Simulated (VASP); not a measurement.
Calculation: revTPSS meta-GGA, VASP's PBE PAW potentials (set 64) (plane waves; VASP).

A VASP calculation is set up with these files.

POSCAR:
```
Dy
1
    1.7950000000    -3.1090310000     0.0000000000
    1.7950000000     3.1090310000     0.0000000000
    0.0000000000     0.0000000000     5.6500000000
Dy
2
Direct
  0.3333330000   0.6666670000   0.2500000000
  0.6666670000   0.3333330000   0.7500000000
```

### INCAR
```
SYSTEM = Dy
PREC = Accurate
ENCUT = 520
EDIFF = 1E-6
NELM = 100
ALGO = Normal
LREAL = .FALSE.
LASPH = .TRUE.
ISMEAR = 1
SIGMA = 0.1
METAGGA = RTPSS
LMIXTAU = .TRUE.
LMAXMIX = 6
LWAVE = .FALSE.
LCHARG = .FALSE.
IBRION = 2
ISIF = 3
NSW = 60
EDIFFG = -0.01
```

### KPOINTS
```
kpoints
0
G
 11 11 6
0 0 0
```

POTCAR, in this order: Dy_3 (PBE.64 set). Program: vasp_std.

Output

OSZICAR:
```
...
DAV:  16    -0.341242650133E+02   -0.21987E+02   -0.58161E+02  2565   0.499E+01    0.688E+01
DAV:  17     0.259327726911E+02    0.60057E+02   -0.21241E+02  2622   0.474E+01    0.582E+00
DAV:  18     0.511068391404E+02    0.25174E+02   -0.14400E+01  2719   0.223E+01    0.220E+00
DAV:  19     0.470832825568E+02   -0.40236E+01   -0.59219E+00  2639   0.219E+01    0.192E+00
DAV:  20     0.475228023096E+02    0.43952E+00   -0.13087E+00  2591   0.161E+01    0.913E-01
DAV:  21     0.408661413314E+02   -0.66567E+01   -0.18168E+00  2796   0.179E+01    0.413E-01
DAV:  22     0.389525697329E+02   -0.19136E+01   -0.89427E-01  2764   0.909E+00    0.545E-01
DAV:  23     0.423089666024E+02    0.33564E+01   -0.18425E-01  2600   0.365E+00    0.421E-01
DAV:  24     0.417024711752E+02   -0.60650E+00   -0.17469E-02  2880   0.119E+00    0.447E-01
DAV:  25     0.421209879358E+02    0.41852E+00   -0.53643E-03  2662   0.105E+00    0.394E-01
DAV:  26     0.435455894463E+02    0.14246E+01   -0.75492E+00  3006   0.123E+00    0.903E-01
DAV:  27     0.430538782136E+02   -0.49171E+00   -0.14549E+01  2735   0.990E-01    0.113E+00
DAV:  28     0.356487775528E+02   -0.74051E+01   -0.92853E+01  2816   0.134E+00    0.265E+00
DAV:  29     0.445580990868E+02    0.89093E+01   -0.16532E+01  2617   0.186E+00    0.248E-01
DAV:  30     0.446095599971E+02    0.51461E-01   -0.25693E-03  2851   0.509E-01    0.400E-01
DAV:  31     0.548913010567E+02    0.10282E+02   -0.25970E+02  1679   0.102E+01    0.291E-01
DAV:  32     0.548750188095E+02   -0.16282E-01   -0.12873E-01  2250   0.399E-01    0.196E-01
DAV:  33     0.548701842930E+02   -0.48345E-02   -0.15442E-02  1822   0.231E-01    0.155E-01
DAV:  34     0.548667421337E+02   -0.34422E-02   -0.82114E-04  2005   0.102E-01    0.137E-01
DAV:  35     0.548642021714E+02   -0.25400E-02   -0.20101E-04  1930   0.110E-01    0.979E-02
DAV:  36     0.548598747045E+02   -0.43275E-02   -0.41292E-04  1694   0.188E-01    0.772E-02
DAV:  37     0.548589762060E+02   -0.89850E-03   -0.93671E-05  1764   0.105E-01    0.581E-02
DAV:  38     0.548588967956E+02   -0.79410E-04   -0.23684E-05  1734   0.493E-02    0.652E-02
DAV:  39     0.548587739183E+02   -0.12288E-03   -0.59419E-06  2074   0.261E-02    0.668E-02
DAV:  40     0.548585539699E+02   -0.21995E-03   -0.70002E-06  1739   0.283E-02    0.722E-02
DAV:  41     0.548584896150E+02   -0.64355E-04   -0.15555E-06  1642   0.137E-02    0.758E-02
DAV:  42     0.548584213472E+02   -0.68268E-04   -0.21808E-06  1704   0.164E-02    0.784E-02
DAV:  43     0.548584520267E+02    0.30680E-04   -0.11503E-06  1384   0.143E-02    0.744E-02
DAV:  44     0.548584598857E+02    0.78590E-05   -0.14383E-06  1550   0.153E-02    0.674E-02
DAV:  45     0.548585122471E+02    0.52361E-04   -0.19947E-06  1684   0.186E-02    0.547E-02
DAV:  46     0.548584536368E+02   -0.58610E-04   -0.11465E-06  1260   0.127E-02    0.490E-02
DAV:  47     0.548583747339E+02   -0.78903E-04   -0.41287E-06  1674   0.188E-02    0.462E-02
DAV:  48     0.548583485300E+02   -0.26204E-04   -0.11496E-06  1204   0.121E-02    0.453E-02
DAV:  49     0.548583430006E+02   -0.55294E-05   -0.52042E-07   927   0.762E-03    0.445E-02
DAV:  50     0.548583440488E+02    0.10482E-05   -0.99457E-08   847   0.418E-03    0.446E-02
DAV:  51     0.548583356049E+02   -0.84439E-05   -0.69620E-07  1007   0.818E-03    0.450E-02
DAV:  52     0.548583467199E+02    0.11115E-04   -0.91811E-07  1157   0.915E-03    0.413E-02
DAV:  53     0.548583426241E+02   -0.40958E-05   -0.12639E-07   847   0.396E-03    0.392E-02
DAV:  54     0.548583474097E+02    0.47856E-05   -0.12361E-07   832   0.400E-03    0.362E-02
DAV:  55     0.548583456235E+02   -0.17862E-05   -0.98230E-08   832   0.354E-03    0.354E-02
DAV:  56     0.548583421633E+02   -0.34602E-05   -0.68883E-08   832   0.243E-03    0.317E-02
DAV:  57     0.548583406454E+02   -0.15179E-05   -0.13583E-07   832   0.461E-03    0.304E-02
DAV:  58     0.548583373361E+02   -0.33093E-05   -0.11995E-07   832   0.382E-03    0.296E-02
DAV:  59     0.548583357582E+02   -0.15779E-05   -0.14847E-07   832   0.435E-03    0.296E-02
DAV:  60     0.548583352467E+02   -0.51149E-06   -0.10268E-07   832   0.441E-03
   1 F= 0.54858335E+02 E0= 0.54857677E+02  d E =0.548583E+02
       N       E                     dE             d eps       ncg     rms          rms(c)
DAV:   1     0.547581976247E+02   -0.10014E+00   -0.21188E+00  1664   0.121E+01    0.192E+00
DAV:   2     0.548187897094E+02    0.60592E-01   -0.15827E-01  1914   0.424E+00    0.895E-01
DAV:   3     0.548481760032E+02    0.29386E-01   -0.68491E-02  2456   0.219E+00    0.253E-01
DAV:   4     0.548480294385E+02   -0.14656E-03   -0.47609E-03  2054   0.597E-01    0.201E-01
DAV:   5     0.548488827899E+02    0.85335E-03   -0.76791E-04  1694   0.297E-01    0.657E-02
DAV:   6     0.548478529907E+02   -0.10298E-02   -0.39430E-04  1669   0.170E-01    0.176E-02
DAV:   7     0.548479862750E+02    0.13328E-03   -0.87284E-05  1704   0.844E-02    0.280E-02
DAV:   8     0.548478463517E+02   -0.13992E-03   -0.45920E-05  1674   0.618E-02    0.246E-03
DAV:   9     0.548478369111E+02   -0.94406E-05   -0.18943E-06  1955   0.132E-02    0.128E-03
DAV:  10     0.548478369101E+02   -0.10382E-08   -0.49660E-08   867   0.236E-03
   2 F= 0.54847837E+02 E0= 0.54847512E+02  d E =-.104983E-01
       N       E                     dE             d eps       ncg     rms          rms(c)
DAV:   1     0.548458477417E+02   -0.19892E-02   -0.40913E-02  1664   0.169E+00    0.272E-01
DAV:   2     0.548469845399E+02    0.11368E-02   -0.30475E-03  1829   0.589E-01    0.125E-01
DAV:   3     0.548475450324E+02    0.56049E-03   -0.12806E-03  2456   0.296E-01    0.332E-02
DAV:   4     0.548475484150E+02    0.33826E-05   -0.99774E-05  2024   0.873E-02    0.245E-02
DAV:   5     0.548475746078E+02    0.26193E-04   -0.16725E-05  1722   0.440E-02    0.964E-03
DAV:   6     0.548475525608E+02   -0.22047E-04   -0.77021E-06  1669   0.240E-02    0.214E-03
DAV:   7     0.548475552707E+02    0.27099E-05   -0.13684E-06  1248   0.111E-02    0.396E-03
DAV:   8     0.548475512398E+02   -0.40308E-05   -0.56877E-07   852   0.765E-03    0.955E-04
DAV:   9     0.548475512841E+02    0.44284E-07   -0.58916E-08   832   0.301E-03
   3 F= 0.54847551E+02 E0= 0.54847173E+02  d E =-.107840E-01
       N       E                     dE             d eps       ncg     rms          rms(c)
DAV:   1     0.548459707682E+02   -0.15805E-02   -0.57113E-02  1664   0.184E+00    0.155E-01
DAV:   2     0.548467462941E+02    0.77553E-03   -0.12885E-03  2144   0.392E-01    0.107E-01
DAV:   3     0.548469731173E+02    0.22682E-03   -0.47060E-04  2022   0.173E-01    0.676E-02
DAV:   4     0.548470069640E+02    0.33847E-04   -0.74531E-05  2191   0.754E-02    0.228E-02
DAV:   5     0.548470089096E+02    0.19456E-05   -0.60242E-05  1669   0.808E-02    0.141E-02
DAV:   6     0.548469855168E+02   -0.23393E-04   -0.21286E-05  1674   0.433E-02    0.599E-03
DAV:   7     0.548469828924E+02   -0.26244E-05   -0.28773E-06  1714   0.130E-02    0.194E-03
DAV:   8     0.548469819702E+02   -0.92212E-06   -0.18237E-07   832   0.360E-03
   4 F= 0.54846982E+02 E0= 0.54846419E+02  d E =-.569314E-03
       N       E                     dE             d eps       ncg     rms          rms(c)
DAV:   1     0.548446824532E+02   -0.23004E-02   -0.11170E-01  1664   0.257E+00    0.221E-01
DAV:   2     0.548461904781E+02    0.15080E-02   -0.25045E-03  2154   0.547E-01    0.142E-01
DAV:   3     0.548466319001E+02    0.44142E-03   -0.91482E-04  2032   0.241E-01    0.856E-02
DAV:   4     0.548466931282E+02    0.61228E-04   -0.14690E-04  2229   0.105E-01    0.309E-02
DAV:   5     0.548466992206E+02    0.60924E-05   -0.10605E-04  1669   0.109E-01    0.179E-02
DAV:   6     0.548466566474E+02   -0.42573E-04   -0.40479E-05  1674   0.606E-02    0.770E-03
DAV:   7     0.548466505591E+02   -0.60883E-05   -0.58528E-06  1714   0.187E-02    0.252E-03
DAV:   8     0.548466490105E+02   -0.15486E-05   -0.34376E-07   857   0.502E-03    0.105E-03
DAV:   9     0.548466489456E+02   -0.64832E-07   -0.59084E-08   832   0.276E-03
   5 F= 0.54846649E+02 E0= 0.54845769E+02  d E =-.902338E-03
```

### OUTCAR
```
------------------------ aborting loop because EDIFF is reached ----------------------------------------
  FORCE on cell =-STRESS in cart. coord.  units (eV):
  Direction    XX          YY          ZZ          XY          YZ          ZX
  --------------------------------------------------------------------------------------
  Total        0.0055301      0.0055301      0.0010559     -0.0000000      0.0000000     -0.0000000
  in kB        0.1449903      0.1449903      0.0276832     -0.0000000      0.0000000     -0.0000000
  external PRESSURE =       0.1058879 kB  Pullay stress =       0.0000000 kB
  volume of cell :       61.11
      direct lattice vectors                 reciprocal lattice vectors
     1.788692101 -3.098105400  0.000000000     0.279533856 -0.161388957  0.000000000
     1.788692101  3.098105400 -0.000000000     0.279533856  0.161388957 -0.000000000
     0.000000000  0.000000000  5.513671384     0.000000000  0.000000000  0.181367356
 POSITION                                       TOTAL-FORCE (eV/Angst)
 -----------------------------------------------------------------------------------
      1.78869      1.03270      1.37842         0.000000     -0.000000      0.000000
      1.78869     -1.03270      4.13525        -0.000000      0.000000      0.000000
 -----------------------------------------------------------------------------------
    total drift:                                0.000000      0.000101     -0.000010
  FREE ENERGIE OF THE ION-ELECTRON SYSTEM (eV)
  ---------------------------------------------------
  free  energy   TOTEN  =        54.8466489456 eV

  energy  without entropy=       54.8440094679  energy(sigma->0) =       54.84576912

 reached required accuracy - stopping structural energy minimisation
```
(Selected blocks of OUTCAR.)

### CONTCAR
```
Dy
   1.00000000000000
     1.7886921007277254   -3.0981054001302959    0.0000000000000000
     1.7886921007277254    3.0981054001302959   -0.0000000000000000
     0.0000000000000000    0.0000000000000000    5.5136713844078287
  Dy
     2
Direct
     0.3333330000000032    0.6666669999999968    0.2500000000000000
     0.6666669999999968    0.3333330000000032    0.7500000000000000
```

The 4f electrons are frozen in the core of the lanthanide potential, so 4f levels, which can set the real gap, and their magnetism are missing. Energy and stress use the plane-wave basis of the starting cell.

The compound is Dy in the hcp structure. This run relaxes it. Symmetry was kept, so distortions that lower it aren't found.
